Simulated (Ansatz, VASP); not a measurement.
# B3P3H4 (armchair BP ribbon N=3 H edges) in two plane-wave programs, part 2 of 2

Wanted: the spread between two codes on one cell, functional and k mesh. The cell is taken from a series of runs on this material, whose earlier steps may have relaxed, scaled, displaced or heated it; both programs get it as it stands.

VASP 6.6.1 and Ansatz 0.2.0.

So far: The structure; VASP: single point, PBE; Ansatz: single point, PBE; Side by side; Ansatz: single point, LDA.

## Step 6: VASP: single point, LDA

Level of this step: LDA; plane waves and PAW (B, P, H) (VASP).

The same cell, functional (in two slightly different forms), mesh and smearing now go to VASP, with its own data sets.

File INCAR:

```
SYSTEM = B3P3H4
PREC = Accurate
ENCUT = 420
EDIFF = 1E-06
NELM = 120
ISMEAR = -1
SIGMA = 0.05
LREAL = .FALSE.
ALGO = Normal
GGA = PW92
NBANDS = 24
LORBIT = 11
LWAVE = .FALSE.
LCHARG = .FALSE.
ISIF = 2
LASPH = .TRUE.
GGA_COMPAT = .FALSE.
EFERMI = MIDGAP
KPAR = 2
```

File POSCAR:

```
B3P3H4
1.0
   12.6120000000      0.0000000000      0.0000000000
    0.0000000000      7.0000000000      0.0000000000
    0.0000000000      0.0000000000      5.6301685425
B P H
3 3 4
Direct
    0.3729503390      0.5000000000      0.0020740940
    0.6270496610      0.5000000000      0.0020740940
    0.5000000000      0.5000000000      0.5056346970
    0.3782017740      0.5000000000      0.3255295770
    0.6217982260      0.5000000000      0.3255295770
    0.5000000000      0.5000000000      0.8393868500
    0.2814433880      0.5000000000      0.4509287750
    0.7185566120      0.5000000000      0.4509287750
    0.2891231070      0.5000000000      0.9028994320
    0.7108768930      0.5000000000      0.9028994320
```

File KPOINTS:

```
Automatic mesh
0
Gamma
1 1 11
0 0 0
```

PAW data sets: B, P and H (LDA family, release 64).

Command:

```
$ mpirun -np 2 vasp_std
```

Numbers of over 12 decimals in the logs are rounded to 6 here.

The program printed:

```text
[banner, memory and clock lines left out]
running    2 mpi-ranks, on    1 nodes
[...]
|                                                                             |
|               ----> ADVICE to this user running VASP <----                  |
|                                                                             |
|     You enforced a specific xc type in the INCAR file but a different       |
|     [... a line on the potential file left out ...]
|     I HOPE YOU KNOW WHAT YOU ARE DOING!                                     |
|                                                                             |

 LDA part: xc-table for (Slater(with rela. corr.)+PW92), standard interpolation
 POSCAR, INCAR and KPOINTS ok, starting setup
[...]
entering main loop
       N       E                     dE             d eps       ncg     rms          rms(c)
DAV:   1     0.148866010544E+03    0.14887E+03   -0.78811E+03   288   0.682E+02
DAV:   2    -0.327287082641E+02   -0.18159E+03   -0.17542E+03   416   0.157E+02
DAV:   3    -0.568082871915E+02   -0.24080E+02   -0.23959E+02   360   0.631E+01
DAV:   4    -0.574572021516E+02   -0.64891E+00   -0.64736E+00   416   0.123E+01
[...]
DAV:  21    -0.526343427152E+02   -0.17454E-05   -0.12095E-07   272   0.127E-03    0.434E-04
DAV:  22    -0.526343438119E+02   -0.10967E-05   -0.74662E-08   240   0.926E-04    0.826E-05
DAV:  23    -0.526343440606E+02   -0.24865E-06   -0.14730E-08   264   0.440E-04
   1 F= -.52634344E+02 E0= -.52634344E+02  d E =-.216136E-06
```

From OUTCAR (step 6):

```text
  Total       -2.2732999      0.4741646     -3.8851275      0.0000000      0.0000000      0.0000000
  in kB       -7.3276364      1.5283976    -12.5231175      0.0000000      0.0000000      0.0000000
  external PRESSURE =      -6.1074521 kB  Pullay stress =       0.0000000 kB

 POSITION                                       TOTAL-FORCE (eV/Angst)
 -----------------------------------------------------------------------------------
      4.70365      3.50000      0.01168         0.423963     -0.000000      0.200550
      7.90835      3.50000      0.01168        -0.423963     -0.000000      0.200550
      6.30600      3.50000      2.84681         0.000000     -0.000000     -0.061302
      4.76988      3.50000      1.83279         0.371322     -0.000000     -0.181382
      7.84212      3.50000      1.83279        -0.371322      0.000000     -0.181382
      6.30600      3.50000      4.72589         0.000000     -0.000000      0.065470
      3.54956      3.50000      2.53881        -0.005408     -0.000000      0.038150
      9.06244      3.50000      2.53881         0.005408     -0.000000      0.038150
      3.64642      3.50000      5.08348        -0.069623     -0.000000     -0.059403
      8.96558      3.50000      5.08348         0.069623     -0.000000     -0.059403
 -----------------------------------------------------------------------------------
    total drift:                                0.000000     -0.000000     -0.000589

  FREE ENERGIE OF THE ION-ELECTRON SYSTEM (eV)
  ---------------------------------------------------
  free  energy   TOTEN  =       -52.6343440606 eV

  energy  without entropy=      -52.6343438444  energy(sigma->0) =      -52.63434395

[... 1 part as in an earlier step ...]

[... 2 further parts left out ...]
[key lines of the parts left out:]
E-fermi :  -2.6602
```

## Step 7: Comparison

What differs besides the data sets and the points named for the pairs above, as far as they apply: VASP's log shows a relativistic correction to its local exchange, Ansatz's none. Total energies have different zeros and are not compared.

The two programs side by side:

| quantity | Ansatz | VASP | difference |
| --- | --- | --- | --- |
| gap on the k mesh (eV) | 1.402 | 1.409 | -0.007 |

A gap on the mesh is an upper bound, since the band edges may lie between its points.

## Step 8: Ansatz: single point, PBEsol

A single point gives forces, pressure and levels at one fixed geometry, so differences don't come from the geometry; what else differs is listed under the comparison.

The cell is taken from a series of runs on this material, whose earlier steps may have relaxed, scaled, displaced or heated it; both programs get it as it stands.

File input.yaml:

```yaml
crystal:
  lattice:
    - [12.612, 0.0, 0.0]
    - [0.0, 7.0, 0.0]
    - [0.0, 0.0, 5.6301685425]
  atoms:
    - { symbol: B, position: [0.372950339, 0.5, 0.002074094] }
    - { symbol: B, position: [0.627049661, 0.5, 0.002074094] }
    - { symbol: P, position: [0.378201774, 0.5, 0.325529577] }
    - { symbol: P, position: [0.621798226, 0.5, 0.325529577] }
    - { symbol: H, position: [0.281443388, 0.5, 0.450928775] }
    - { symbol: H, position: [0.718556612, 0.5, 0.450928775] }
    - { symbol: B, position: [0.5, 0.5, 0.505634697] }
    - { symbol: P, position: [0.5, 0.5, 0.83938685] }
    - { symbol: H, position: [0.289123107, 0.5, 0.902899432] }
    - { symbol: H, position: [0.710876893, 0.5, 0.902899432] }
kpoints:
  mp_grid: { grid: [1, 1, 11] }
  band_path: { path: ["Γ", Z], npoints: 50 }
scf:
  occupations: { method: fermi_dirac, width: 0.05 }
hamiltonian:
  xc: pbesol
```

Command:

```
$ ansatz run input.yaml --threads 4 --pin off --max-ram 16384MiB --backend cpu --events-out ev --progress --plain --runs-dir out
```

The program printed:

```text
[...]
Crystal: 10 atoms, lattice volume = 497.054 Å³
Basis set: ecut = 420 eV, 9691 PW (Γ)
Bands: 24, of which v1, the nominal top of the filled ones, is band 14 counted from 1 (13 counted from 0)
Symmetry: 4 space group operations
[...]
k-points: 6 of 11 (time reversal used)
[...]
--- Band table (eV; the first three rows and the last of 6) ---
  k-point 0: bands = [... 10 lower, -5.3832, -5.3671, -3.9653, -2.9740, -1.5396, -0.0297, 0.7017, 1.1677, ... 6 higher]
  k-point 1: bands = [... 10 lower, -5.4080, -5.4044, -3.9541, -3.1735, -1.3215, -0.0898, 0.6937, 1.1929, ... 6 higher]
  k-point 2: bands = [... 10 lower, -5.5200, -5.4975, -3.9234, -3.5824, -0.8587, -0.2429, 0.6428, 1.2653, ... 6 higher]
  k-point 5: bands = [... 10 lower, -5.9914, -5.2693, -4.7886, -3.8149, -0.6836, 0.5745, 0.6397, 0.9362, ... 6 higher]
[key lines of the parts left out:]
SCF converged after 7 iterations
Free energy (F): -2739.433309 eV
Fermi energy:    -2.256540 eV
```

## Step 9: VASP: single point, PBEsol

The same cell, functional, mesh and smearing now go to VASP, with its own data sets.

Edit INCAR of step 6 so:

```diff
@@ -9,3 +9,3 @@
 ALGO = Normal
-GGA = PW92
+GGA = PS
 NBANDS = 24
```

POSCAR is that of step 6.

KPOINTS is that of step 6.

PAW data sets: B, P and H (PBE family, release 64).

Command:

```
$ mpirun -np 2 vasp_std
```

The program printed:

```text
[banner, memory and clock lines left out]
running    2 mpi-ranks, on    1 nodes
[...]
[... a notice as in an earlier step ...]

 LDA part: xc-table for (Slater+PW92), standard interpolation
 POSCAR, INCAR and KPOINTS ok, starting setup
[...]
entering main loop
       N       E                     dE             d eps       ncg     rms          rms(c)
DAV:   1     0.151030519514E+03    0.15103E+03   -0.78760E+03   288   0.682E+02
DAV:   2    -0.305513200975E+02   -0.18158E+03   -0.17556E+03   424   0.156E+02
DAV:   3    -0.538295039860E+02   -0.23278E+02   -0.23166E+02   352   0.618E+01
DAV:   4    -0.544348840880E+02   -0.60538E+00   -0.60383E+00   416   0.118E+01
[...]
DAV:  20    -0.502859232785E+02   -0.52107E-05   -0.44477E-07   304   0.225E-03    0.300E-04
DAV:  21    -0.502859247896E+02   -0.15111E-05   -0.90837E-08   264   0.105E-03    0.109E-04
DAV:  22    -0.502859256016E+02   -0.81201E-06   -0.61407E-08   240   0.766E-04
   1 F= -.50285926E+02 E0= -.50285926E+02  d E =-.156989E-06
```

Parts of OUTCAR (step 9):

```text
  Total       -0.5506592      0.4632821     -1.3574549      0.0000000      0.0000000      0.0000000
  in kB       -1.7749663      1.4933192     -4.3755493      0.0000000      0.0000000      0.0000000
  external PRESSURE =      -1.5523988 kB  Pullay stress =       0.0000000 kB

 POSITION                                       TOTAL-FORCE (eV/Angst)
 -----------------------------------------------------------------------------------
      4.70365      3.50000      0.01168         0.211759      0.000000      0.087036
      7.90835      3.50000      0.01168        -0.211759      0.000000      0.087036
      6.30600      3.50000      2.84681         0.000000      0.000000     -0.003642
      4.76988      3.50000      1.83279         0.184623      0.000000     -0.077517
      7.84212      3.50000      1.83279        -0.184623     -0.000000     -0.077517
      6.30600      3.50000      4.72589         0.000000      0.000000      0.036734
      3.54956      3.50000      2.53881        -0.046576      0.000000      0.041282
      9.06244      3.50000      2.53881         0.046576     -0.000000      0.041282
      3.64642      3.50000      5.08348        -0.114907      0.000000     -0.067347
      8.96558      3.50000      5.08348         0.114907      0.000000     -0.067347
 -----------------------------------------------------------------------------------
    total drift:                                0.000000     -0.000000     -0.000621

  FREE ENERGIE OF THE ION-ELECTRON SYSTEM (eV)
  ---------------------------------------------------
  free  energy   TOTEN  =       -50.2859256016 eV

  energy  without entropy=      -50.2859254446  energy(sigma->0) =      -50.28592552

[... 2 parts as in an earlier step ...]

[... 1 further part left out ...]
[key lines of the parts left out:]
E-fermi :  -2.5391
```

## Step 10: Differences

What differs besides the data sets and the points named for the pairs above, as far as they apply: Ansatz makes its cores anew for this functional, VASP keeps those of its PBE data sets. Total energies have different zeros and are not compared.

Compared:

| quantity | Ansatz | VASP | difference |
| --- | --- | --- | --- |
| gap on the k mesh (eV) | 1.434 | 1.444 | -0.009 |

A gap on the mesh is an upper bound, since the band edges may lie between its points.

## Step 11: Summary of results

- difference in gap on the k mesh (single point, PBE): -0.0078 eV
- difference in gap on the k mesh (single point, LDA): -0.0071 eV
- difference in gap on the k mesh (single point, PBEsol): -0.0091 eV

In words: The difference in gap on the k mesh is -0.0091 eV (single point, PBEsol), within the 0.08 eV picked in this series as the mark of a large difference. 3 further runs of this series are not shown here. Such differences can come from data sets, numerical settings and the points named under the comparisons, not from the functional's error against experiment.

[Lines on the potential files, build, host, timing and source positions are cut from VASP's logs without a mark.]

[Logs are printed without paths, hosts, clocks, repeated set-up lines and the standing remarks that a program may print on its own settings, such as how far it seeks lower states.]

[Hosts, paths, dates, database ids (printed as entryN), source tags and the programs' standing remarks are cut or masked in the printed files.]
